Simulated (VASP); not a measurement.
An input for Quantum ESPRESSO's pw.x (written as the equivalent of a VASP run, and not itself run):

```
&CONTROL
  calculation = 'scf'
  pseudo_dir = './pseudo'
  outdir = './out'
  tprnfor = .true.
  tstress = .true.
/
&SYSTEM
  ibrav = 0
  nat = 2
  ntyp = 2
  ecutwfc = 82
  occupations = 'smearing'
  smearing = 'gaussian'
  degauss = 0.003675
  input_dft = 'pbe'
/
&ELECTRONS
  conv_thr = 7.3e-08
  electron_maxstep = 100
/
ATOMIC_SPECIES
  Ag 107.868 Ag.upf
  I 126.904 I.upf
CELL_PARAMETERS angstrom
     0.0000000    3.3150000    3.3150000
     3.3150000    0.0000000    3.3150000
     3.3150000    3.3150000    0.0000000
ATOMIC_POSITIONS crystal
  Ag   0.0000000  0.0000000  0.0000000
  I    0.2500000  0.2500000  0.2500000
K_POINTS automatic
  6 6 6 0 0 0
```

Translate this input to VASP (INCAR, KPOINTS, POSCAR, choice of POTCAR).

Several could match; the one computed here: 
KPOINTS:
```
Automatic
0
Gamma
  6 6 6
```

### INCAR
```
SYSTEM=AgI
PREC=Accurate; ENCUT=650; LREAL=.FALSE.
LASPH=.TRUE.
EDIFF=1E-6; NELM=100; ALGO=Normal
LMAXMIX=4
ISMEAR=0; SIGMA=0.05
GGA=PE
ISIF=2
LWAVE=.FALSE.; LCHARG=.FALSE.
```

File POSCAR:
```
AgI
1
    0.0000000000     3.3150000000     3.3150000000
    3.3150000000     0.0000000000     3.3150000000
    3.3150000000     3.3150000000     0.0000000000
Ag I
1 1
Direct
  0.0000000000   0.0000000000   0.0000000000
  0.2500000000   0.2500000000   0.2500000000
```

POTCAR, in this order: Ag I (PBE.64 set). Program: vasp_std.

Limits of the translation: the potentials are each code's own (VASP's PAW set, PseudoDojo norm-conserving files in pw.x), so ENCUT and ecutwfc are chosen apart and not converted; conv_thr bounds pw.x's estimated SCF error, while EDIFF bounds the energy change between steps.

The compound is AgI in the zinc blende structure, whereas wurtzite is the usual form. The cell was not relaxed at this level. The run is one of a series of settings (ENCUT = 650 against the base run), some of them coarse on purpose.
